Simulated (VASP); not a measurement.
Computed with LDA (Ceperley-Alder, Perdew-Zunger), VASP's LDA PAW potentials (set 64) (plane waves; VASP 6.6.1).

The input files of a VASP run:

KPOINTS:
```
K-points
0
G
7 7 7
```

### POSCAR
```
PbF2
1
    0.0000000000     2.9700000000     2.9700000000
    2.9700000000     0.0000000000     2.9700000000
    2.9700000000     2.9700000000     0.0000000000
Pb F
1 2
Direct
  0.0000000000   0.0000000000   0.0000000000
  0.2500000000   0.2500000000   0.2500000000
  0.7500000000   0.7500000000   0.7500000000
```

**INCAR**
```
! general
SYSTEM =PbF2
PREC   =Accurate
ENCUT  =400
LREAL  =.False.
LASPH  =.True.

! electronic loop
EDIFF  =1E-6
NELM   =100
ALGO   =Normal
LMAXMIX=4

! smearing
ISMEAR =-1
SIGMA  =0.02

! ions
ISIF   =2

! output
LWAVE  =.False.
LCHARG =.False.
```

POTCAR, in this order: Pb_d F (LDA.64 set). Program: vasp_std.

Output of the run:

**OSZICAR**
```
       N       E                     dE             d eps       ncg     rms          rms(c)
DAV:   1     0.272318901191E+03    0.27232E+03   -0.12970E+04   722   0.150E+03
DAV:   2     0.480910855181E+01   -0.26751E+03   -0.25744E+03   842   0.418E+02
DAV:   3    -0.170982042104E+02   -0.21907E+02   -0.21725E+02   818   0.137E+02
DAV:   4    -0.176750683171E+02   -0.57686E+00   -0.57653E+00   758   0.239E+01
DAV:   5    -0.176953214802E+02   -0.20253E-01   -0.20252E-01   836   0.448E+00    0.716E+00
DAV:   6    -0.160224693691E+02    0.16729E+01   -0.87250E+00   958   0.249E+01    0.274E+00
DAV:   7    -0.159729978280E+02    0.49472E-01   -0.37701E-01   730   0.419E+00    0.150E+00
DAV:   8    -0.159371225427E+02    0.35875E-01   -0.93654E-02   770   0.348E+00    0.407E-01
DAV:   9    -0.159352896600E+02    0.18329E-02   -0.14038E-02   796   0.907E-01    0.812E-02
DAV:  10    -0.159355853219E+02   -0.29566E-03   -0.69425E-04   728   0.364E-01    0.258E-02
DAV:  11    -0.159355678759E+02    0.17446E-04   -0.68979E-05   798   0.109E-01    0.118E-02
DAV:  12    -0.159355684031E+02   -0.52723E-06   -0.23797E-05   974   0.617E-02    0.421E-03
DAV:  13    -0.159355681639E+02    0.23923E-06   -0.29705E-06   604   0.241E-02
   1 F= -.15935568E+02 E0= -.15935568E+02  d E =-.287130E-12
```

File OUTCAR:
```
------------------------ aborting loop because EDIFF is reached ----------------------------------------
  FORCE on cell =-STRESS in cart. coord.  units (eV):
  Direction    XX          YY          ZZ          XY          YZ          ZX
  --------------------------------------------------------------------------------------
  Total       -3.8590852     -3.8590852     -3.8590852      0.0000000      0.0000000     -0.0000000
  in kB     -118.0036936   -118.0036936   -118.0036936      0.0000000      0.0000000     -0.0000000
  external PRESSURE =    -118.0036936 kB  Pullay stress =       0.0000000 kB
  volume of cell :       52.40
      direct lattice vectors                 reciprocal lattice vectors
     0.000000000  2.970000000  2.970000000    -0.168350168  0.168350168  0.168350168
     2.970000000  0.000000000  2.970000000     0.168350168 -0.168350168  0.168350168
     2.970000000  2.970000000  0.000000000     0.168350168  0.168350168 -0.168350168
 POSITION                                       TOTAL-FORCE (eV/Angst)
 -----------------------------------------------------------------------------------
      0.00000      0.00000      0.00000         0.000000      0.000000      0.000000
      1.48500      1.48500      1.48500        -0.000000     -0.000000     -0.000000
      4.45500      4.45500      4.45500         0.000000      0.000000     -0.000000
 -----------------------------------------------------------------------------------
    total drift:                                0.000000      0.000000      0.000000
  FREE ENERGIE OF THE ION-ELECTRON SYSTEM (eV)
  ---------------------------------------------------
  free  energy   TOTEN  =       -15.9355681639 eV

  energy  without entropy=      -15.9355681639  energy(sigma->0) =      -15.93556816
```
(Selected blocks of OUTCAR.)

At this cut-off the stress carries a Pulay error, which pulls relaxed volumes low.

The structure is a typed PbF2 crystal (Fm-3m). The cell was not relaxed at this level. The run is one of a series of settings (GGA removed, POTCAR Pb_d F (LDA.64 set) against the base run), some of them coarse on purpose.
